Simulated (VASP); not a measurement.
These are MS2 meta-GGA, VASP's PBE PAW potentials (set 64) (plane waves; VASP) values and carry that method's errors.

The input files of a VASP run:

### KPOINTS
```
Automatic mesh
0
Gamma
9 9 9
0 0 0
```

**INCAR**
```
! general
SYSTEM   =  Pt3Ti
PREC     =  Accurate
ENCUT    =  520   ! plane-wave cut-off (eV)
LREAL    =  .FALSE.   ! projection in real space or not
LASPH    =  .TRUE.   ! aspherical one-centre terms

! electronic loop
EDIFF    =  1E-7   ! SCF stop (eV)
NELM     =  100
ALGO     =  Normal   ! blocked Davidson
LMAXMIX  =  6
LMIXTAU  =  .TRUE.

! smearing
ISMEAR   =  -5   ! tetrahedra, Bloechl

! functional
METAGGA  =  MS2

! ions
ISIF     =  2   ! forces and stress, cell fixed

! output
LWAVE    =  .FALSE.
LCHARG   =  .FALSE.
LORBIT   =  11
NEDOS    =  601

! other
LEFG     =  .TRUE.
```

**KPOINTS_OPT**
```
k-points along high-symmetry lines
10
Line-mode
Reciprocal
  0.000000   0.000000   0.000000 ! GAMMA
  0.000000   0.500000   0.000000 ! X

  0.000000   0.500000   0.000000 ! X
  0.500000   0.500000   0.000000 ! M

  0.500000   0.500000   0.000000 ! M
  0.000000   0.000000   0.000000 ! GAMMA

  0.000000   0.000000   0.000000 ! GAMMA
  0.500000   0.500000   0.500000 ! R

  0.500000   0.500000   0.500000 ! R
  0.000000   0.500000   0.000000 ! X

  0.500000   0.500000   0.500000 ! R
  0.500000   0.500000   0.000000 ! M
```

File POSCAR:
```
Pt3Ti
1
    3.8952111563    -0.0000000000     0.0000000000
   -0.0000000000     3.8952111563     0.0000000000
   -0.0000000000     0.0000000000     3.8952111563
Ti Pt
1 3
Direct
  0.0000000000   0.0000000000   0.0000000000
  0.0000000000   0.5000000000   0.5000000000
  0.5000000000   0.0000000000   0.5000000000
  0.5000000000   0.5000000000   0.0000000000
```

POTCAR, in this order: Ti_sv Pt (PBE.64 set). Program: vasp_std.

For a metal the tetrahedron method with Blöchl corrections gives inexact stress and forces. Unless said otherwise, spin-orbit coupling is left out, though it shifts the bands of the heavy elements here.

Predict the energy per atom (σ→0), band gap (over mesh and band path).

| Property | Value |
|---|---|
| energy per atom (σ→0) | 4.978 eV/atom |
| band gap (over mesh and band path) | none (metal, semimetal or under 0.01 eV) |

OSZICAR:
```
...
DAV:  23     0.199103381797E+02    0.11690E-05   -0.90756E-08  1049   0.262E-03    0.111E-03
DAV:  24     0.199103359562E+02   -0.22235E-05   -0.43231E-08   941   0.212E-03    0.651E-04
DAV:  25     0.199103364714E+02    0.51524E-06   -0.37806E-08   914   0.147E-03    0.289E-04
DAV:  26     0.199103358871E+02   -0.58434E-06   -0.11188E-08   902   0.845E-04    0.178E-04
DAV:  27     0.199103358651E+02   -0.21962E-07   -0.21323E-09   902   0.407E-04
   1 F= 0.19910336E+02 E0= 0.19910336E+02  d E =0.000000E+00
       N       E                     dE             ncg
       N       E                     dE             ncg
```

The compound is Pt3Ti in the L1_2 structure. It was relaxed first.
